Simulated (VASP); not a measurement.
**IrAu7: core-level shifts**

Which atoms of IrAu7 bind their core electrons more tightly, and does the hole change the order?

Program: VASP 6.6.1. Level of theory: PBE; plane waves and PAW (Au, Ir), in the first sound run; inputs show where later runs differ. Results are calculated unless marked as measured.

Most raw output is cut from this account.

## 1. Starting point

Symmetry: C2/c, No. 15, monoclinic system. Conventional cell: a = 10.110 Å, b = 11.674 Å, c = 5.055 Å, α = 90.00°, β = 109.47°, γ = 90.00°. Nearest to Au lie 10 Au at 2.92 Å and 2 Ir at 2.92 Å. Nearest to Au lie 11 Au at 2.92 Å and 1 Ir at 2.92 Å. Nearest to Au lie 9 Au at 2.92 Å and 3 Ir at 2.92 Å. Au has 11 Au at 2.92 Å and 1 Ir at 2.92 Å nearest. Nearest to Ir lie 12 Au at 2.92 Å. It derives from Au. Random alloy: site Au, solute Ir, share 0.125, order random, lattice volume linear between typed atomic volumes. Farther neighbours are not listed.

## 2. Relaxation

The atoms are relaxed first inside the given cell, which is kept (ISIF = 0), since core levels depend on the positions.

Contents of INCAR:

```
SYSTEM = IrAu7
PREC = Normal
ENCUT = 330
EDIFF = 1E-05
NELM = 100
ISMEAR = 0
SIGMA = 0.1
LREAL = Auto
ALGO = Fast
GGA = PE
NBANDS = 106
LASPH = .TRUE.
LWAVE = .FALSE.
LCHARG = .FALSE.
KPAR = 8
IBRION = 2
NSW = 50
ISIF = 0
EDIFFG = -0.05
```

Contents of POSCAR:

```
IrAu7
1.0
   -8.2546268639      0.0000000000      0.0000000000
    6.1909701479     -6.1909701479      4.1273134320
    8.2546268639      8.2546268639      0.0000000000
Au Ir
14 2
Direct
    0.0000000000      0.5000000000      0.1250000000
    0.0000000000      0.5000000000      0.3750000000
    0.0000000000      0.5000000000      0.6250000000
    0.0000000000      0.5000000000      0.8750000000
    0.0000000000      0.0000000000      0.0000000000
    0.0000000000      0.0000000000      0.2500000000
    0.0000000000      0.0000000000      0.5000000000
    0.0000000000      0.0000000000      0.7500000000
    0.5000000000      0.5000000000      0.1250000000
    0.5000000000      0.5000000000      0.6250000000
    0.5000000000      0.5000000000      0.8750000000
    0.5000000000      0.0000000000      0.0000000000
    0.5000000000      0.0000000000      0.2500000000
    0.5000000000      0.0000000000      0.7500000000
    0.5000000000      0.5000000000      0.3750000000
    0.5000000000      0.0000000000      0.5000000000
```

Contents of KPOINTS:

```
Automatic mesh
0
Gamma
7 5 7
0 0 0
```

The projector-augmented-wave data sets are Au and Ir (PBE family, release 64).

The run is started by

```console
> mpirun -np 8 vasp_std
```

Elapsed: 8.6 min, on 8 MPI ranks of Intel Xeon Platinum 8559C (Emerald Rapids), shared host; peak memory 6.6 GiB.

The run keeps the 4 symmetry operations of its start, so it cannot find a distortion of lower symmetry.

Relaxation path:

```csv
step,energy less that of the first step (eV),largest force (eV/Å)
1,0.0000,0.3357
2,-0.0437,0.1768
3,-0.0591,0.0655
4,-0.0593,0.0589
5,-0.0605,0.0303
```

The atoms that moved most (Å):

```csv
atom,dx,dy,dz,length
Au4,-0.025,0.003,-0.023,0.034
Au5,0.025,-0.003,0.023,0.034
Au2,0.003,-0.025,0.023,0.034
Au7,-0.003,0.025,-0.023,0.034
Au8,0.000,-0.018,-0.026,0.032
Au3,0.018,0.000,-0.026,0.032
Au6,-0.018,0.000,0.026,0.032
Au1,0.000,0.018,0.026,0.032
```

Final coordinates:

```cif
data_structure
_symmetry_space_group_name_H-M 'P 1'
_symmetry_Int_Tables_number 1
_cell_length_a 8.2546
_cell_length_b 9.6794
_cell_length_c 11.6738
_cell_angle_alpha 90.000
_cell_angle_beta 135.000
_cell_angle_gamma 129.762
_cell_volume 281.23
loop_
_atom_site_label
_atom_site_type_symbol
_atom_site_fract_x
_atom_site_fract_y
_atom_site_fract_z
_atom_site_occupancy
Au1 Au 0.01165 0.50631 0.13192 1
Au2 Au 0.00494 0.50550 0.37613 1
Au3 Au 0.98835 0.49369 0.62028 1
Au4 Au 0.99506 0.49450 0.87119 1
Au5 Au 0.00494 0.00550 0.00381 1
Au6 Au 0.01165 0.00631 0.25472 1
Au7 Au 0.99506 0.99450 0.49887 1
Au8 Au 0.98835 0.99369 0.74308 1
Au9 Au 0.50000 0.50000 0.12484 1
Au10 Au 0.50000 0.50000 0.62260 1
Au11 Au 0.50000 0.50000 0.87757 1
Au12 Au 0.50000 0.00000 0.99743 1
Au13 Au 0.50000 0.00000 0.25240 1
Au14 Au 0.50000 0.00000 0.75016 1
Ir15 Ir 0.50000 0.50000 0.37500 1
Ir16 Ir 0.50000 0.00000 0.50000 1
```

Numbers from this step:

| Quantity | Value |
| --- | --- |
| free energy (TOTEN) | -60.1810 eV |
| energy at zero smearing | -60.1627 eV |
| Fermi energy | 8.606 eV |

At PBE, with these data sets, the largest force is down to 0.030 eV/Å.

## 3. Initial state

The cell without a hole gives, with ICORELEVEL = 1, the Kohn-Sham core levels of the initial state.

Contents of INCAR:

```
SYSTEM = IrAu7
PREC = Normal
ENCUT = 330
EDIFF = 1E-05
NELM = 120
ISMEAR = 0
SIGMA = 0.1
LREAL = Auto
ALGO = Fast
GGA = PE
NBANDS = 106
LASPH = .TRUE.
LORBIT = 11
LWAVE = .FALSE.
LCHARG = .FALSE.
KPAR = 8
ICORELEVEL = 1
ISIF = 0
```

Contents of POSCAR:

```
IrAu7
1.0
   -8.2546268639      0.0000000000      0.0000000000
    6.1909701479     -6.1909701479      4.1273134320
    8.2546268639      8.2546268639      0.0000000000
Au Ir
14 2
Direct
    0.0116454002      0.5063135408      0.1319224975
    0.0049434593      0.5054987029      0.3761301179
    0.9883545998      0.4936864592      0.6202770973
    0.9950565407      0.4945012971      0.8711866586
    0.0049434593      0.0054987029      0.0038133414
    0.0116454002      0.0063135408      0.2547229027
    0.9950565407      0.9945012971      0.4988698821
    0.9883545998      0.9936864592      0.7430775025
    0.5000000000      0.5000000000      0.1248355276
    0.5000000000      0.5000000000      0.6225990540
    0.5000000000      0.5000000000      0.8775656927
    0.5000000000      0.0000000000      0.9974343073
    0.5000000000      0.0000000000      0.2524009460
    0.5000000000      0.0000000000      0.7501644724
    0.5000000000      0.5000000000      0.3749969204
    0.5000000000      0.0000000000      0.5000030796
```

Contents of KPOINTS:

```
Automatic mesh
0
Gamma
8 5 8
0 0 0
```

The run is started by

```console
> mpirun -np 8 vasp_std
```

Run time: 4.1 min. Hardware: 8 MPI ranks; peak memory 7.4 GiB.

These are scalar-relativistic Kohn-Sham levels of the ground state, with no core hole, so they are not binding energies.

This step gave:

```yaml
free_energy_toten: -60.1820 eV
energy_at_zero_smearing: -60.1644 eV
fermi_energy: 8.604 eV
```

The two shallowest core shells; atoms whose shallowest level rounds to another's at 0.01 eV are left out. Core levels, by row:

```csv
atom,shell,level below the Fermi level (eV)
Au1,4f,78.55
Au1,5p,56.85
Au2,4f,78.48
Au2,5p,56.8
Au9,4f,78.62
Au9,5p,56.88
Au10,4f,78.54
Au10,5p,56.83
Ir15,4f,55.71
Ir15,5p,48.17
```

## 4. Core hole, atom Au3

This step: final-state core hole with the electron kept at the Fermi level, PBE; plane waves and PAW (Au, Au, Ir) (VASP 6.6.1).

A core electron of Au3 (4f) is moved to the Fermi level; this atom comes first in POSCAR as a species of its own.

Changes to INCAR since step 3:

```diff
@@ -12,3 +12,2 @@
 LASPH = .TRUE.
-LORBIT = 11
 LWAVE = .FALSE.
@@ -16,3 +15,7 @@
 KPAR = 8
-ICORELEVEL = 1
+ICORELEVEL = 2
+CLNT = 1
+CLN = 4
+CLL = 3
+CLZ = 1
 ISIF = 0
```

Changes to POSCAR since step 3:

```diff
@@ -5,8 +5,8 @@
     8.2546268639      8.2546268639      0.0000000000
-Au Ir
-14 2
+Au Au Ir
+1 13 2
 Direct
+    0.9883545998      0.4936864592      0.6202770973
     0.0116454002      0.5063135408      0.1319224975
     0.0049434593      0.5054987029      0.3761301179
-    0.9883545998      0.4936864592      0.6202770973
     0.9950565407      0.4945012971      0.8711866586
```

KPOINTS is that of step 3.

The projector-augmented-wave data sets are Au, Au and Ir (PBE family, release 64).

The run is started by

```console
> mpirun -np 8 vasp_std
```

It took 8.1 min on 8 MPI ranks; peak memory 11 GiB; 64 min of CPU time.

This run has no spin polarisation.

This step gave:

| Property | Result |
| --- | --- |
| free energy (TOTEN) | -204.8102 eV |
| energy at zero smearing | -204.7897 eV |
| Fermi energy | 8.745 eV |

This is the reference for holes on Au.

## 5. Core hole, atom Au5

The same hole on the next atom.

INCAR is that of step 4.

Changes to POSCAR since step 4:

```diff
@@ -8,7 +8,7 @@
 Direct
-    0.9883545998      0.4936864592      0.6202770973
+    0.0049434593      0.0054987029      0.0038133414
     0.0116454002      0.5063135408      0.1319224975
     0.0049434593      0.5054987029      0.3761301179
+    0.9883545998      0.4936864592      0.6202770973
     0.9950565407      0.4945012971      0.8711866586
-    0.0049434593      0.0054987029      0.0038133414
     0.0116454002      0.0063135408      0.2547229027
```

KPOINTS is that of step 4.

The run is started by

```console
> mpirun -np 8 vasp_std
```

Run time: 9.5 min. Hardware: 8 MPI ranks; peak memory 11 GiB.

Against the hole on Au3 the energy differs by -0.01 eV.

## 6. Core hole, atom Ir15

This step: final-state core hole with the electron kept at the Fermi level, PBE; plane waves and PAW (Ir, Au, Ir) (VASP 6.6.1).

System of this step: IrAu7. The structure is monoclinic, space group C2/c (No. 15). Conventional cell: a = 10.110 Å, b = 11.674 Å, c = 5.055 Å, α = 90.00°, β = 109.47°, γ = 90.00°. Nearest to Ir lie 12 Au at 2.88 to 2.92 Å. Nearest to Au lie 10 Au at 2.86 to 2.96 Å and 2 Ir at 2.90 to 2.91 Å. Au has 1 Ir at 2.88 Å and 11 Au at 2.89 to 2.97 Å nearest. Nearest to Au lie 9 Au at 2.89 to 2.94 Å and 3 Ir at 2.92 Å. Au has 1 Ir at 2.89 Å and 11 Au at 2.90 to 2.98 Å nearest. Nearest to Au lie 10 Au at 2.89 to 2.98 Å and 2 Ir at 2.90 Å. It derives from Au. Random alloy: site Au, solute Ir, share 0.125, order random, lattice volume linear between typed atomic volumes. Farther neighbours are not listed.

A core electron of Ir15 (4f) is moved to the Fermi level; this atom comes first in POSCAR as a species of its own.

INCAR is that of step 5.

Changes to POSCAR since step 5:

```diff
@@ -5,6 +5,6 @@
     8.2546268639      8.2546268639      0.0000000000
-Au Au Ir
-1 13 2
+Ir Au Ir
+1 14 1
 Direct
-    0.0049434593      0.0054987029      0.0038133414
+    0.5000000000      0.5000000000      0.3749969204
     0.0116454002      0.5063135408      0.1319224975
@@ -13,2 +13,3 @@
     0.9950565407      0.4945012971      0.8711866586
+    0.0049434593      0.0054987029      0.0038133414
     0.0116454002      0.0063135408      0.2547229027
@@ -22,3 +23,2 @@
     0.5000000000      0.0000000000      0.7501644724
-    0.5000000000      0.5000000000      0.3749969204
     0.5000000000      0.0000000000      0.5000030796
```

KPOINTS is that of step 5.

The projector-augmented-wave data sets are Ir, Au and Ir (PBE family, release 64).

The run is started by

```console
> mpirun -np 8 vasp_std
```

It took 5.1 min on 8 MPI ranks; peak memory 7.4 GiB.

This is the reference for holes on Ir.

## 7. Core hole, atom Ir16

INCAR is that of step 6.

Changes to POSCAR since step 6:

```diff
@@ -8,3 +8,3 @@
 Direct
-    0.5000000000      0.5000000000      0.3749969204
+    0.5000000000      0.0000000000      0.5000030796
     0.0116454002      0.5063135408      0.1319224975
@@ -23,2 +23,2 @@
     0.5000000000      0.0000000000      0.7501644724
-    0.5000000000      0.0000000000      0.5000030796
+    0.5000000000      0.5000000000      0.3749969204
```

KPOINTS is that of step 6.

The run is started by

```console
> mpirun -np 8 vasp_std
```

Run time: 4.9 min. Hardware: 8 MPI ranks; peak memory 7.4 GiB.

Against the hole on Ir15 the energy differs by +0.00 eV.

## 8. Summary

This step: core-level shifts, PBE; plane waves and PAW (VASP 6.6.1).

No new run; the numbers come from the runs before.

A positive shift is a higher binding energy. Cost is wall time times ranks on a shared host. Core-level shifts:

```csv
atom,region,shell,Kohn-Sham level below the Fermi level (eV),initial-state shift (eV),final-state shift (eV),shifts are from,cost (core minutes)
Au3,,4f,78.55,0,0,Au3,64.55
Au5,,4f,78.48,-0.0731,-0.01365,Au3,76.15
Ir15,,4f,55.71,0,0,Ir15,40.55
Ir16,,4f,55.71,0,1.03e-4,Ir15,38.81
```

## 9. What came out

| Item | Value |
| --- | --- |
| Au5 4f, from Au3 | initial state -0.07 eV, final state -0.01 eV |

Against Au3, Au5 is shifted by -0.07 eV in the initial state and by -0.01 eV with the hole (energies extrapolated to zero smearing). Ir16 has the level of the reference atom in both states, as equivalent sites do. Only these atoms were given a hole, so other sites aren't ranked. The difference of the two pictures holds the screening of the hole, but also the cell's limits: holes repeat 5.1 Å apart, and the electron from the core stays in the cell, where it moves the Fermi energy by -0.07 to +0.15 eV; that is about as much as the final-state shift of Au5, or more, so there size and sign aren't settled. Cell size, mesh and smearing weren't varied between the hole runs. The other core electrons are frozen, spin-orbit splitting and multiplets are absent, and only shifts between atoms of one element are meaningful. Not tabulated here, as repeats of values shown or as unfit to read for their mesh, reference level or band range: core levels (core hole).

[Lines on the potential files, build, host, timing and source positions are cut from VASP's logs without a mark.]

[Logs are printed without paths, hosts, clocks, repeated set-up lines and the standing remarks that a program may print on its own settings, such as how far it seeks lower states.]

[Hosts, paths, dates, database ids (printed as entryN), source tags and the programs' standing remarks are cut or masked in the printed files.]
